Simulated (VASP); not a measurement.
These are PBEsol GGA, VASP's PBE PAW potentials (set 64) (plane waves; VASP) values and carry that method's errors.

The input files of a VASP run:

### POSCAR
```
NdN
1
    0.0000000000     2.5539340789     2.5539340789
    2.5539340789     0.0000000000     2.5539340789
    2.5539340789     2.5539340789     0.0000000000
N Nd
1 1
Direct
  0.0000000000   0.0000000000   0.0000000000
  0.5000000000   0.5000000000   0.5000000000
```

INCAR:
```
SYSTEM = NdN
PREC = Accurate
ENCUT = 520
EDIFF = 1E-7
NELM = 100
ALGO = Normal
LREAL = .FALSE.
LASPH = .TRUE.
ISMEAR = -5
GGA = PS
LMAXMIX = 6
LWAVE = .FALSE.
LCHARG = .TRUE.
LORBIT = 11
NEDOS = 601
ISIF = 2
```

KPOINTS:
```
Regular mesh
0
Gamma
  14 14 14
0 0 0
```

POTCAR, in this order: N Nd_3 (PBE.64 set). Program: vasp_std.

The 4f electrons are frozen in the core of the lanthanide potential, so 4f levels, which can set the real gap, and their magnetism are missing.

Question: Estimate the energy per atom (σ→0), band gap (on the k-mesh).

Answer: 
```yaml
energy per atom (σ→0): -8.348 eV/atom
band gap (on the k-mesh): none (metal, semimetal or under 0.01 eV)
```

OSZICAR:
```
...
DAV:   7    -0.167372112669E+02    0.31409E+00   -0.13596E+00  3024   0.897E+00    0.289E+00
DAV:   8    -0.166962091133E+02    0.41002E-01   -0.10429E-01  3272   0.315E+00    0.649E-01
DAV:   9    -0.166956319612E+02    0.57715E-03   -0.54828E-03  3504   0.616E-01    0.273E-01
DAV:  10    -0.166958197473E+02   -0.18779E-03   -0.47859E-04  3180   0.228E-01    0.122E-02
DAV:  11    -0.166958224268E+02   -0.26795E-05   -0.13219E-05  3516   0.268E-02    0.735E-03
DAV:  12    -0.166958211260E+02    0.13008E-05   -0.17044E-06  3908   0.101E-02    0.202E-03
DAV:  13    -0.166958210676E+02    0.58378E-07   -0.85822E-08  1924   0.327E-03
   1 F= -.16695821E+02 E0= -.16695821E+02  d E =0.000000E+00
```

The structure comes from a measured NdN entry (Fm-3m) of the Crystallography Open Database, whose conditions weren't checked. It was relaxed first.
